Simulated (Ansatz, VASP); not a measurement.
# Zn3SbN3 in two plane-wave programs, part 2 of 2

One calculation is typed for both programs; each brings its own data sets. How far apart do they land? The cell is taken from a series of runs on this material, whose earlier steps may have relaxed, scaled, displaced or heated it; both programs get it as it stands.

VASP 6.6.1 and Ansatz 0.2.0.

So far: Set-up; VASP: G0W0 gap, PBE.

**3. Ansatz: G0W0 gap, PBE**

Level of this step: Ansatz beside VASP: Kohn-Sham DFT, plane waves, PBE (Ansatz).

Ansatz runs on its PAW soft_1 files.

The same cell, functional and mesh now go to Ansatz, which takes its cutoff from its data sets.

File input.yaml:

```yaml
crystal:
  lattice:
    - [3.529645129, -3.283248115, 0.0]
    - [3.529645129, 3.283248115, 0.0]
    - [-3.3442202977, 0.0, 4.5561292986]
  atoms:
    - { symbol: Zn, position: [0.6472158037, 0.6472158037, 0.1189086107] }
    - { symbol: Zn, position: [0.7534787358, 0.3133615557, 0.5144390444] }
    - { symbol: Zn, position: [0.3133615557, 0.7534787358, 0.5144390444] }
    - { symbol: Sb, position: [0.0543102333, 0.0543102333, 0.0006385362] }
    - { symbol: "N", position: [0.4139368464, 0.9435234632, 0.3047115079] }
    - { symbol: "N", position: [0.9435234632, 0.4139368464, 0.3047115079] }
    - { symbol: "N", position: [0.7000333718, 0.7000333718, 0.8142597586] }
kpoints:
  mp_grid: { grid: [4, 4, 4] }
hamiltonian:
  xc: pbe
  pseudopotentials: { kind: paw, azcp: { folder: soft_1 } }
scf:
  occupations: { method: fixed }
gw:
  n_empty_bands: 381
  ecut_chi: 140
  qp_bands: [v2, c2]
  qp_kpoints: band_edges
  screening: { model: contour_deformation }
```

Run with:

```
> ansatz run input.yaml --threads 2 --pin off --max-ram 92160MiB --backend cuda --events-out ev --progress --plain --runs-dir out --devices 1 --max-vram 13GiB
```

Numbers of over 12 decimals in the logs are rounded to 6 here.

Output:

```text
GPUs: using 1 of 1 available (devices: 1).
Engine: ansatz 0.2.0, x86_64-unknown-linux-gnu
Pseudopotentials: kind: paw
Pseudopotential: Zn, paw, valence charge 12, recommended cutoff 420 eV (normal), soft_1/Zn.paw.azcp
Pseudopotential: Sb, paw, valence charge 15, recommended cutoff 420 eV (normal), soft_1/Sb.paw.azcp
Pseudopotential: N, paw, valence charge 5, recommended cutoff 420 eV (normal), soft_1/N.paw.azcp
Functional definition: PBE
  parameter kappa = 0.804
  parameter beta = 0.066725
  exchange = pbe_x(kappa = kappa, mu = beta*pi^2/3)
  correlation = pbe_c(beta = beta)
device memory: the entry about to start is reckoned to put 1.6 GiB on a device that reports 51.4 GiB free (of which the cap on the GPU budget leaves the run 13.0 GiB)
GPU FFT provider: cuFFT
GPU libraries: cuBLAS 13.8.2, cuFFT 12.4.0, cuSOLVER 12.3.4
Crystal: 7 atoms, lattice volume = 105.599 Å³
Basis set: ecut = 420 eV, 2061 PW (Γ)
Bands: 40, of which v1, the nominal top of the filled ones, is band 33 counted from 1 (32 counted from 0)
Symmetry: 2 space group operations
Space group: Cm (ITA 8), of the structure as read, at distance tolerance 4.7e-5 Å
k-points: 24 of 64 (time reversal used)
Non-local potential: Zn, projectors of the file, l = 0: 2, l = 1: 2, l = 2: 3, l = 3: 1
Non-local potential: Sb, projectors of the file, l = 0: 2, l = 1: 2, l = 2: 2, l = 3: 1
Non-local potential: N, projectors of the file, l = 0: 2, l = 1: 2, l = 2: 1
PAW form: soft (Blöchl's): semilocal exchange-correlation on the pseudo side does not see the compensation charge
PAW one-centre angular grid: Zn, 590 points (default); XC on 64 Gauss nodes
PAW one-centre angular grid: Sb, 590 points (default); XC on 64 Gauss nodes
PAW one-centre angular grid: N, 110 points (default); XC on 64 Gauss nodes
Initial density: superposition of atomic densities (chi_scale 0.1, normalization cell, long waves kept (reshape's long-wave potential 0.03 eV rms))
Initial wavefunctions: pseudopotential atomic-orbital guess
GPU buffer pool allocated for 51840 grid points (all kernels)
GPU transforms: local potential and band sums: pruned to the plane-wave sphere, on 36×36×40
Functional: x = pbe(κ = 0.804, μ = 0.219515), c = pbe(β = 0.066725)
SCF iter   1: F=—  HF=-17594.511954 eV  |F-HF|=—  |Δ(HF+E_count)|=         —  Δρ=7.34e-2  dr2=7.04e0  ethr=3.10e-3  ⟨swp⟩=4.9  Hψ=3777  notcnv=0  defer=114
preconditioner: auto → Resta (q_TF=auto, 2.523 Å⁻¹)  ε∞=5.2  [insulator: Δε(μ)=2.052 eV  Ē_g=14.328 eV  n_scr=30 (ndim 8)  ℏωp=29.4 eV  f_vac=0.011  ε∞_Penn≈5.2]
SCF iter   2: F=—  HF=-17592.881140 eV  |F-HF|=—  |Δ(HF+E_count)|=    1.63e0  Δρ=2.87e-2  dr2=5.25e-1  ethr=3.10e-3  ⟨swp⟩=3.0  Hψ=1993  notcnv=0  defer=115
SCF iter   3: F=—  HF=-17592.785890 eV  |F-HF|=—  |Δ(HF+E_count)|=   9.53e-2  Δρ=1.53e-2  dr2=2.00e-1  ethr=7.96e-4  ⟨swp⟩=3.0  Hψ=1779  notcnv=0  defer=117
SCF iter   4: F=—  HF=-17592.778346 eV  |F-HF|=—  |Δ(HF+E_count)|=   7.54e-3  Δρ=8.65e-3  dr2=4.35e-2  ethr=3.03e-4  ⟨swp⟩=2.0  Hψ=1540  notcnv=0  defer=117
SCF iter   5: F=—  HF=-17592.767503 eV  |F-HF|=—  |Δ(HF+E_count)|=   1.08e-2  Δρ=1.83e-3  dr2=3.10e-3  ethr=6.59e-5  ⟨swp⟩=2.0  Hψ=1777  notcnv=0  defer=119
SCF iter   6: F=—  HF=-17592.768913 eV  |F-HF|=—  |Δ(HF+E_count)|=   1.41e-3  Δρ=4.33e-4  dr2=2.38e-4  ethr=4.70e-6  ⟨swp⟩=2.0  Hψ=1596  notcnv=0  defer=120
SCF iter   7: F=—  HF=-17592.769125 eV  |F-HF|=—  |Δ(HF+E_count)|=   2.12e-4  Δρ=2.68e-4  dr2=6.85e-5  ethr=3.61e-7  ⟨swp⟩=2.0  Hψ=1735  notcnv=0  defer=118
SCF iter   8: F=—  HF=-17592.769153 eV  |F-HF|=—  |Δ(HF+E_count)|=   2.82e-5  Δρ=2.47e-4  dr2=4.14e-5  ethr=1.04e-7  ⟨swp⟩=2.0  Hψ=1704  notcnv=0  defer=63
SCF iter   9: F=—  HF=-17592.769141 eV  |F-HF|=—  |Δ(HF+E_count)|=   1.17e-5  Δρ=5.00e-5  dr2=2.06e-6  ethr=6.27e-8  ⟨swp⟩=2.0  Hψ=1502  notcnv=0  defer=62
SCF iter  10: F=—  HF=-17592.769143 eV  |F-HF|=—  |Δ(HF+E_count)|=   1.25e-6  Δρ=2.48e-5  dr2=6.06e-7  ethr=3.12e-9  ⟨swp⟩=2.0  Hψ=1503  notcnv=0  defer=69
SCF iter  11: F=—  HF=-17592.769143 eV  |F-HF|=—  |Δ(HF+E_count)|=   5.20e-7  Δρ=1.99e-5  dr2=4.66e-7  ethr=9.18e-10  ⟨swp⟩=2.0  Hψ=1582  notcnv=0  defer=73
SCF iter  12: F=-17592.769143 eV  HF=-17592.769143 eV  |F-HF|=1.25e-8  |Δ(HF+E_count)|=   6.15e-8  Δρ=4.97e-6  dr2=2.12e-8  ethr=1.52e-10  ⟨swp⟩=9.5  Hψ=4206  notcnv=0
SCF 1 converged in 12 iterations: F = -17592.769143 eV  dr2 = 2.12e-8
  greatest PAW one-centre occupation: 0.996 electrons in one spin orbital (limit 2), on the Sb atom at site 3 (counted from 0), in its partial waves of l = 2
device memory: the entry about to start is reckoned to put 1.6 GiB (of the 1.7 GiB reckoned in all, the device holds 0.2 GiB already) on a device that reports 49.1 GiB free (of which the cap on the GPU budget leaves the run 12.9 GiB)
NSCF: frozen V_eff on 24 k-points, pencils in batches of 32, up to order 160
[...]
k-point 1: bands = [... 29 lower, 6.1021, 6.7117, 7.2234, 7.8029, 9.4127, 11.4072, 11.4375, 12.4737, ... 3 higher]
  k-point 2: bands = [... 29 lower, 6.4967, 6.6429, 7.0222, 7.7600, 9.7719, 10.6825, 10.7921, 12.7925, ... 3 higher]
  k-point 23: bands = [... 29 lower, 6.8358, 6.9444, 7.2443, 7.9316, 11.0910, 12.0701, 12.2911, 12.7567, ... 3 higher]
--- G₀W₀: contour deformation, 7 samples at zero and on the imaginary axis and 2 off it, 64 q-points, 381 empty bands' worth ---
  eigenvalues of the whole cell's RPA ε∞ on this k-mesh (on a slab, of 1 + 4πα/V) = 7.1709, 7.9469, 8.1828; static W/v taken at q = 0 is 0.128963
  gw.qp_kpoints: band_edges: 19 of 24 stored k-points solved, in 1 pass; an edge of the gap read off the rows below is read off those points alone
    valence top: of the k-points left out ik 15 came nearest to being solved in a further pass, in band 33 (counted from 1, as in the quasiparticle table): it holds the edge there only if its correction is more favourable than any solved in that band by at least 0.493 eV; those differ by 0.107 eV
    conduction bottom: of the k-points left out ik 12 came nearest to being solved in a further pass, in band 34 (counted from 1, as in the quasiparticle table): it holds the edge there only if its correction is more favourable than any solved in that band by at least 0.826 eV; those differ by 0.189 eV
    ik  band        ε_KS         Σx   Σc(E_QP)       V_xc       Z   E_QP_lin       E_QP  E_QP is
     0    32      7.2457   -24.9126     3.6930   -20.6316  0.7255     6.6492     6.6577  root
     0    33      7.3533   -24.6241     3.3688   -20.6525  0.7332     6.7421     6.7506  root
     0    34     10.2801   -10.4777    -3.6384   -14.3053  0.7793    10.4698    10.4692  root
     0    35     11.1527   -13.1108    -3.3621   -16.7260  0.7542    11.4071    11.4058  root
     1    32      7.2234   -24.8973     3.7086   -20.6219  0.7241     6.6487     6.6566  root
     1    33      7.8029   -22.7048     2.7288   -19.4595  0.7390     7.2811     7.2864  root
     1    34      9.4127   -11.3205    -3.1727   -14.6455  0.7796     9.5653     9.5650  root
     1    35     11.4072   -10.1228    -4.0115   -14.4166  0.7593    11.6912    11.6894  root
     2    32      7.0222   -24.1154     3.6931   -19.8924  0.7202     6.4851     6.4924  root
     2    33      7.7600   -22.1361     2.4810   -19.1333  0.7420     7.2328     7.2381  root
     2    34      9.7719   -11.4118    -3.2909   -14.9444  0.7700    10.0144    10.0135  root
     2    35     10.6825    -9.9914    -3.7209   -13.8872  0.7752    10.8579    10.8574  root
     3    32      7.0755   -25.2454     3.7964   -20.8379  0.7231     6.4545     6.4645  root
     3    33      7.7531   -22.8358     2.9020   -19.3931  0.7377     7.2063     7.2123  root
     3    34     10.4266   -11.1984    -3.4646   -14.8905  0.7683    10.6551    10.6542  root
     3    35     11.1864   -10.4265    -3.7999   -14.4745  0.7634    11.4357    11.4345  root
     4    32      6.7962   -23.9043     3.5853   -19.7195  0.7223     6.1865     6.1968  root
     4    33      7.6455   -21.7475     2.6671   -18.5316  0.7400     7.0905     7.0968  root
     4    34     10.2065   -11.6599    -3.4385   -15.3568  0.7680    10.4660    10.4650  root
     4    35     10.7373   -10.4165    -3.6123   -14.2497  0.7680    10.9590    10.9582  root
     5    32      7.0444   -24.4172     3.7221   -20.1357  0.7216     6.4768     6.4851  root
     5    33      7.6204   -21.3809     2.4515   -18.4004  0.7411     7.0857     7.0914  root
     5    34     10.1599   -11.3868    -3.4031   -15.0539  0.7663    10.4250    10.4240  root
     5    35     10.8539   -10.8516    -3.5879   -14.6699  0.7646    11.0852    11.0843  root
[...]
22    32      7.4979   -23.0062     3.0081   -19.4373  0.7364     6.9303     6.9372  root
    22    33      7.5330   -25.2949     3.7177   -21.0469  0.7231     6.9962     7.0028  root
    22    34     10.7900   -10.2696    -3.9702   -14.5637  0.7695    11.1158    11.1140  root
    22    35     11.5033   -10.6535    -4.0666   -15.1029  0.7507    11.8900    11.8860  root
    23    32      7.2443   -26.0476     3.8499   -21.6191  0.7252     6.6579     6.6658  root
    23    33      7.9316   -25.4935     3.6515   -21.3458  0.7243     7.4302     7.4355  root
    23    34     11.0910    -8.7952    -3.9648   -12.9881  0.7658    11.3202    11.3191  root
    23    35     12.0701    -9.7666    -4.2138   -14.2697  0.7433    12.3614    12.3594  root
```

**4. Comparison**

Known differences besides the potentials themselves: fixed occupations in Ansatz, narrow Gaussian smearing in VASP; the data sets hold 66 valence electrons in Ansatz (on its PAW soft_1 files) and 90 in VASP; the cutoff is 420 eV in Ansatz and 450 eV in VASP; VASP leaves aspherical gradient terms in its spheres out (LASPH is not set), Ansatz keeps them; Ansatz integrates over frequency by contour deformation, VASP on a grid of NOMEGA points; Ansatz's G0W0 levels solve the quasiparticle equation, VASP's are linearised. Total energies have different zeros and are not compared.

The two programs side by side:

| quantity | Ansatz | VASP | difference |
| --- | --- | --- | --- |
| G0W0 gap on the mesh (eV) | 2.09 | 2.40 | -0.32 |
| Kohn-Sham gap under it (eV) | 1.41 | 1.41 | 0.00 |

VASP's log warns that its frequency grid doesn't suit quasiparticle energies on this mesh.

**5. Outcome**

```yaml
difference_in_g0w0_gap_on_the_mesh_g0w0_gap_pbe: -0.32 eV
```

What this shows: The difference in G0W0 gap on the mesh is -0.32 eV (G0W0 gap, PBE). The data sets hold unlike numbers of valence electrons (66 in Ansatz and 90 in VASP), so part of the differences comes from the potentials. Part of the difference in the G0W0 gap can come from VASP's linearised levels. Such differences can come from data sets, numerical settings and the points named under the comparisons, not from the functional's error against experiment.

[Lines on the potential files, build, host, timing and source positions are cut from VASP's logs without a mark.]

[Logs are printed without paths, hosts, clocks, repeated set-up lines and the standing remarks that a program may print on its own settings, such as how far it seeks lower states.]

[Hosts, paths, dates, database ids (printed as entryN), source tags and the programs' standing remarks are cut or masked in the printed files.]
